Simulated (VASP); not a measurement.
## NaAg2: single point with PBE

The system is NaAg2.

```
CELL_PARAMETERS angstrom
4.60181 0.37731 0.84192
0.21141 7.74873 0.45593
-2.05148 1.17532 7.00478
ATOMIC_POSITIONS crystal
Ag 0.55779 0.02963 0.14140
Ag 0.03785 0.07750 0.70210
Ag 0.17771 0.72909 0.68792
Ag 0.59743 0.38725 0.16435
Ag 0.64589 0.74597 0.91870
Ag 0.77975 0.68302 0.29754
Ag 0.11024 0.87594 0.05362
Ag 0.51336 0.19023 0.79538
Na 0.76246 0.49104 0.68837
Na 0.23698 0.42006 0.43359
Na 0.59719 0.92470 0.54275
Na 0.06024 0.11518 0.31378
```

The cell was built by a generator and needn't be a form met in nature.

* Program: VASP 6.6.1
* Task: single point
* Functional: PBE
* Potentials or basis: VASP PAW PBE potentials, release 64 (Ag, Na_pv)
* Cutoff: 520 eV
* k mesh: 3 × 2 × 2
* Occupations: fermi-dirac, width 0.1 eV
* Spin: no spin polarisation

The pressure is 4.8 GPa, the largest force is 0.725 eV/Å and the band gap on the k mesh is none (metal or under the smearing width).

Forces on the atoms (eV/Å):
```
Ag   0.423  0.185  0.408
Ag  -0.284  0.159 -0.126
Ag  -0.394 -0.424 -0.159
Ag   0.256  0.201 -0.647
Ag  -0.291  0.041  0.252
Ag  -0.355 -0.008  0.212
Ag   0.060 -0.542  0.110
Ag   0.224  0.305  0.020
Na   0.113 -0.204  0.310
Na   0.159  0.200  0.132
Na   0.007  0.151 -0.322
Na   0.083 -0.065 -0.191
```

Stress tensor (GPa, compression positive):
```
 5.75  1.73  0.90
 1.73  3.09 -0.32
 0.90 -0.32  5.55
```

Levels at points of the mesh, in eV from the Fermi level:
| k point | band 55 | band 56 | band 57 | band 58 | band 59 | band 60 | band 61 | band 62 |
| --- | --- | --- | --- | --- | --- | --- | --- | --- |
| (0.00, 0.00, 0.00) | -2.08 | -1.90 | -1.30 | -0.30 | 0.02 | 1.72 | 1.96 | 3.22 |
| (0.00, 0.50, 0.00) | -1.98 | -1.61 | -0.56 | -0.11 | 1.18 | 1.61 | 2.42 | 2.58 |
| (0.00, 0.00, 0.50) | -2.04 | -1.69 | -0.65 | -0.41 | 1.53 | 2.06 | 2.26 | 2.98 |
| (0.00, 0.50, 0.50) | -2.83 | -2.71 | 1.10 | 1.37 | 1.62 | 2.02 | 2.15 | 2.84 |

Wall time 2.1 min on 1 thread of Intel(R) Xeon(R) Platinum 8488C (Sapphire Rapids), on a shared host, peak memory 0.39 GiB.

Caveat: the k mesh is coarse (spacing up to 0.45 Å⁻¹), so the values aren't converged.
